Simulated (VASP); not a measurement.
A run of VASP 6.6.1 is set up as follows.

Contents of INCAR:

```
SYSTEM = HfTeSe5
ALGO     = Fast           ! electronic algorithm
EDIFF    = 1E-4           ! SCF threshold, eV
EDIFFG   = -0.08          ! ionic threshold
ENCUT    = 520            ! plane-wave cutoff, eV
GGA      = PE             ! functional
IBRION   = 2              ! ionic algorithm
ISIF     = 3              ! what is computed and relaxed
ISMEAR   = 0              ! smearing method
LASPH    = .TRUE.         ! aspherical terms in the spheres
LCHARG   = .FALSE.        ! write CHGCAR
LREAL    = .FALSE.        ! projectors in reciprocal space
LWAVE    = .FALSE.        ! write WAVECAR
NELM     = 60             ! most SCF steps
NSW      = 24             ! ionic steps
PREC     = Normal         ! precision mode
SIGMA    = 0.15           ! smearing width, eV
```

Contents of KPOINTS:

```
k-points
0
G
  3 3 3
  0 0 0
```

POSCAR

```
HfTeSe5
1.0
    3.6154698700      2.0873925000      4.1958634300
   -3.6154698700      2.0873925000      4.1958634300
    0.0000000000     -4.1747850000      4.1958634300
Hf Te Se
1 1 5
Direct
    0.0000000000      0.0000000000      0.0000000000
    0.5000000000      0.5000000000      0.5000000000
    0.0000000000      0.0000000000      0.5000000000
    0.5000000000      0.0000000000      0.0000000000
    0.0000000000      0.5000000000      0.0000000000
    0.2697414700      0.2697414700      0.2697414700
    0.7302585300      0.7302585300      0.7302585300
```

Potentials or basis: VASP PAW PBE potentials, release 64 (Hf_pv, Te, Se).

Command:

```console
$ cat potpaw_PBE.64/Hf_pv/POTCAR potpaw_PBE.64/Te/POTCAR potpaw_PBE.64/Se/POTCAR > POTCAR
$ mpirun -np 1 vasp_std > vasp.out
```

Q: What does it give for the relaxed cell?

A: a = 5.939 Å, b = 5.939 Å, c = 5.939 Å, α = 87.35°, β = 87.35°, γ = 87.35°.

Q: Predict the space group after relaxing (to 0.05 Å).

A: R-3m (No. 166).

Q: Estimate the band gap on the k mesh.

A: None (metal or under the smearing width).

Q: Predict the relaxed volume.

A: 29.83 Å³/atom.

Final structure:
```yaml
crystal:
  lattice:
    - [4.10113, 2.36779, 3.58344]
    - [-4.10113, 2.36779, 3.58344]
    - [0.00000, -4.73557, 3.58344]
  atoms:
    - { symbol: Hf, position: [0.00000, 0.00000, 0.00000] }
    - { symbol: Te, position: [0.50000, 0.50000, 0.50000] }
    - { symbol: Se, position: [0.00000, 0.00000, 0.50000] }
    - { symbol: Se, position: [0.50000, 0.00000, 0.00000] }
    - { symbol: Se, position: [0.00000, 0.50000, 0.00000] }
    - { symbol: Se, position: [0.26027, 0.26027, 0.26027] }
    - { symbol: Se, position: [0.73973, 0.73973, 0.73973] }
```

Caveat: the k mesh is coarse (spacing up to 0.37 Å⁻¹), so the values aren't converged. The run has no spin-orbit coupling, so splittings on Hf, Te are missing.
